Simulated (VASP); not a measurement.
Data:

```xyz
3
Lattice="3.7450 0.0000 0.0000 -1.8725 3.2433 0.0000 0.0000 0.0000 4.7527" Properties=species:S:1:pos:R:3 pbc="T T T"
Pt    -1.8725     3.2433     0.0000
Se     1.8725     1.0811     3.4902
Se     0.0000     2.1622     1.2624
```

All values below come from LDA (Ceperley-Alder, Perdew-Zunger), VASP's LDA PAW potentials (set 64) (plane waves; VASP 6.6.1). Settings: 400 eV cut-off, 11×11×7 Γ-centred mesh, tetrahedra with Blöchl corrections, potentials Pt Se.

Q: The job: PtSe₂ (space group P-3m1), 3 atoms, LDA, static run, 400 eV, 11×11×7 Γ-centred mesh. Roughly how much core time does it take on a busy server core?

A: About 30 core-seconds (one run on a shared machine, a rough figure). It had 94 irreducible k-points, 15 bands, up to 1068 plane waves and 15 electronic steps.

The structure comes from a computed database's PtSe2 entry (P-3m1); how it stands against other phases isn't given here. It was relaxed first, which changed the volume by -17 %.
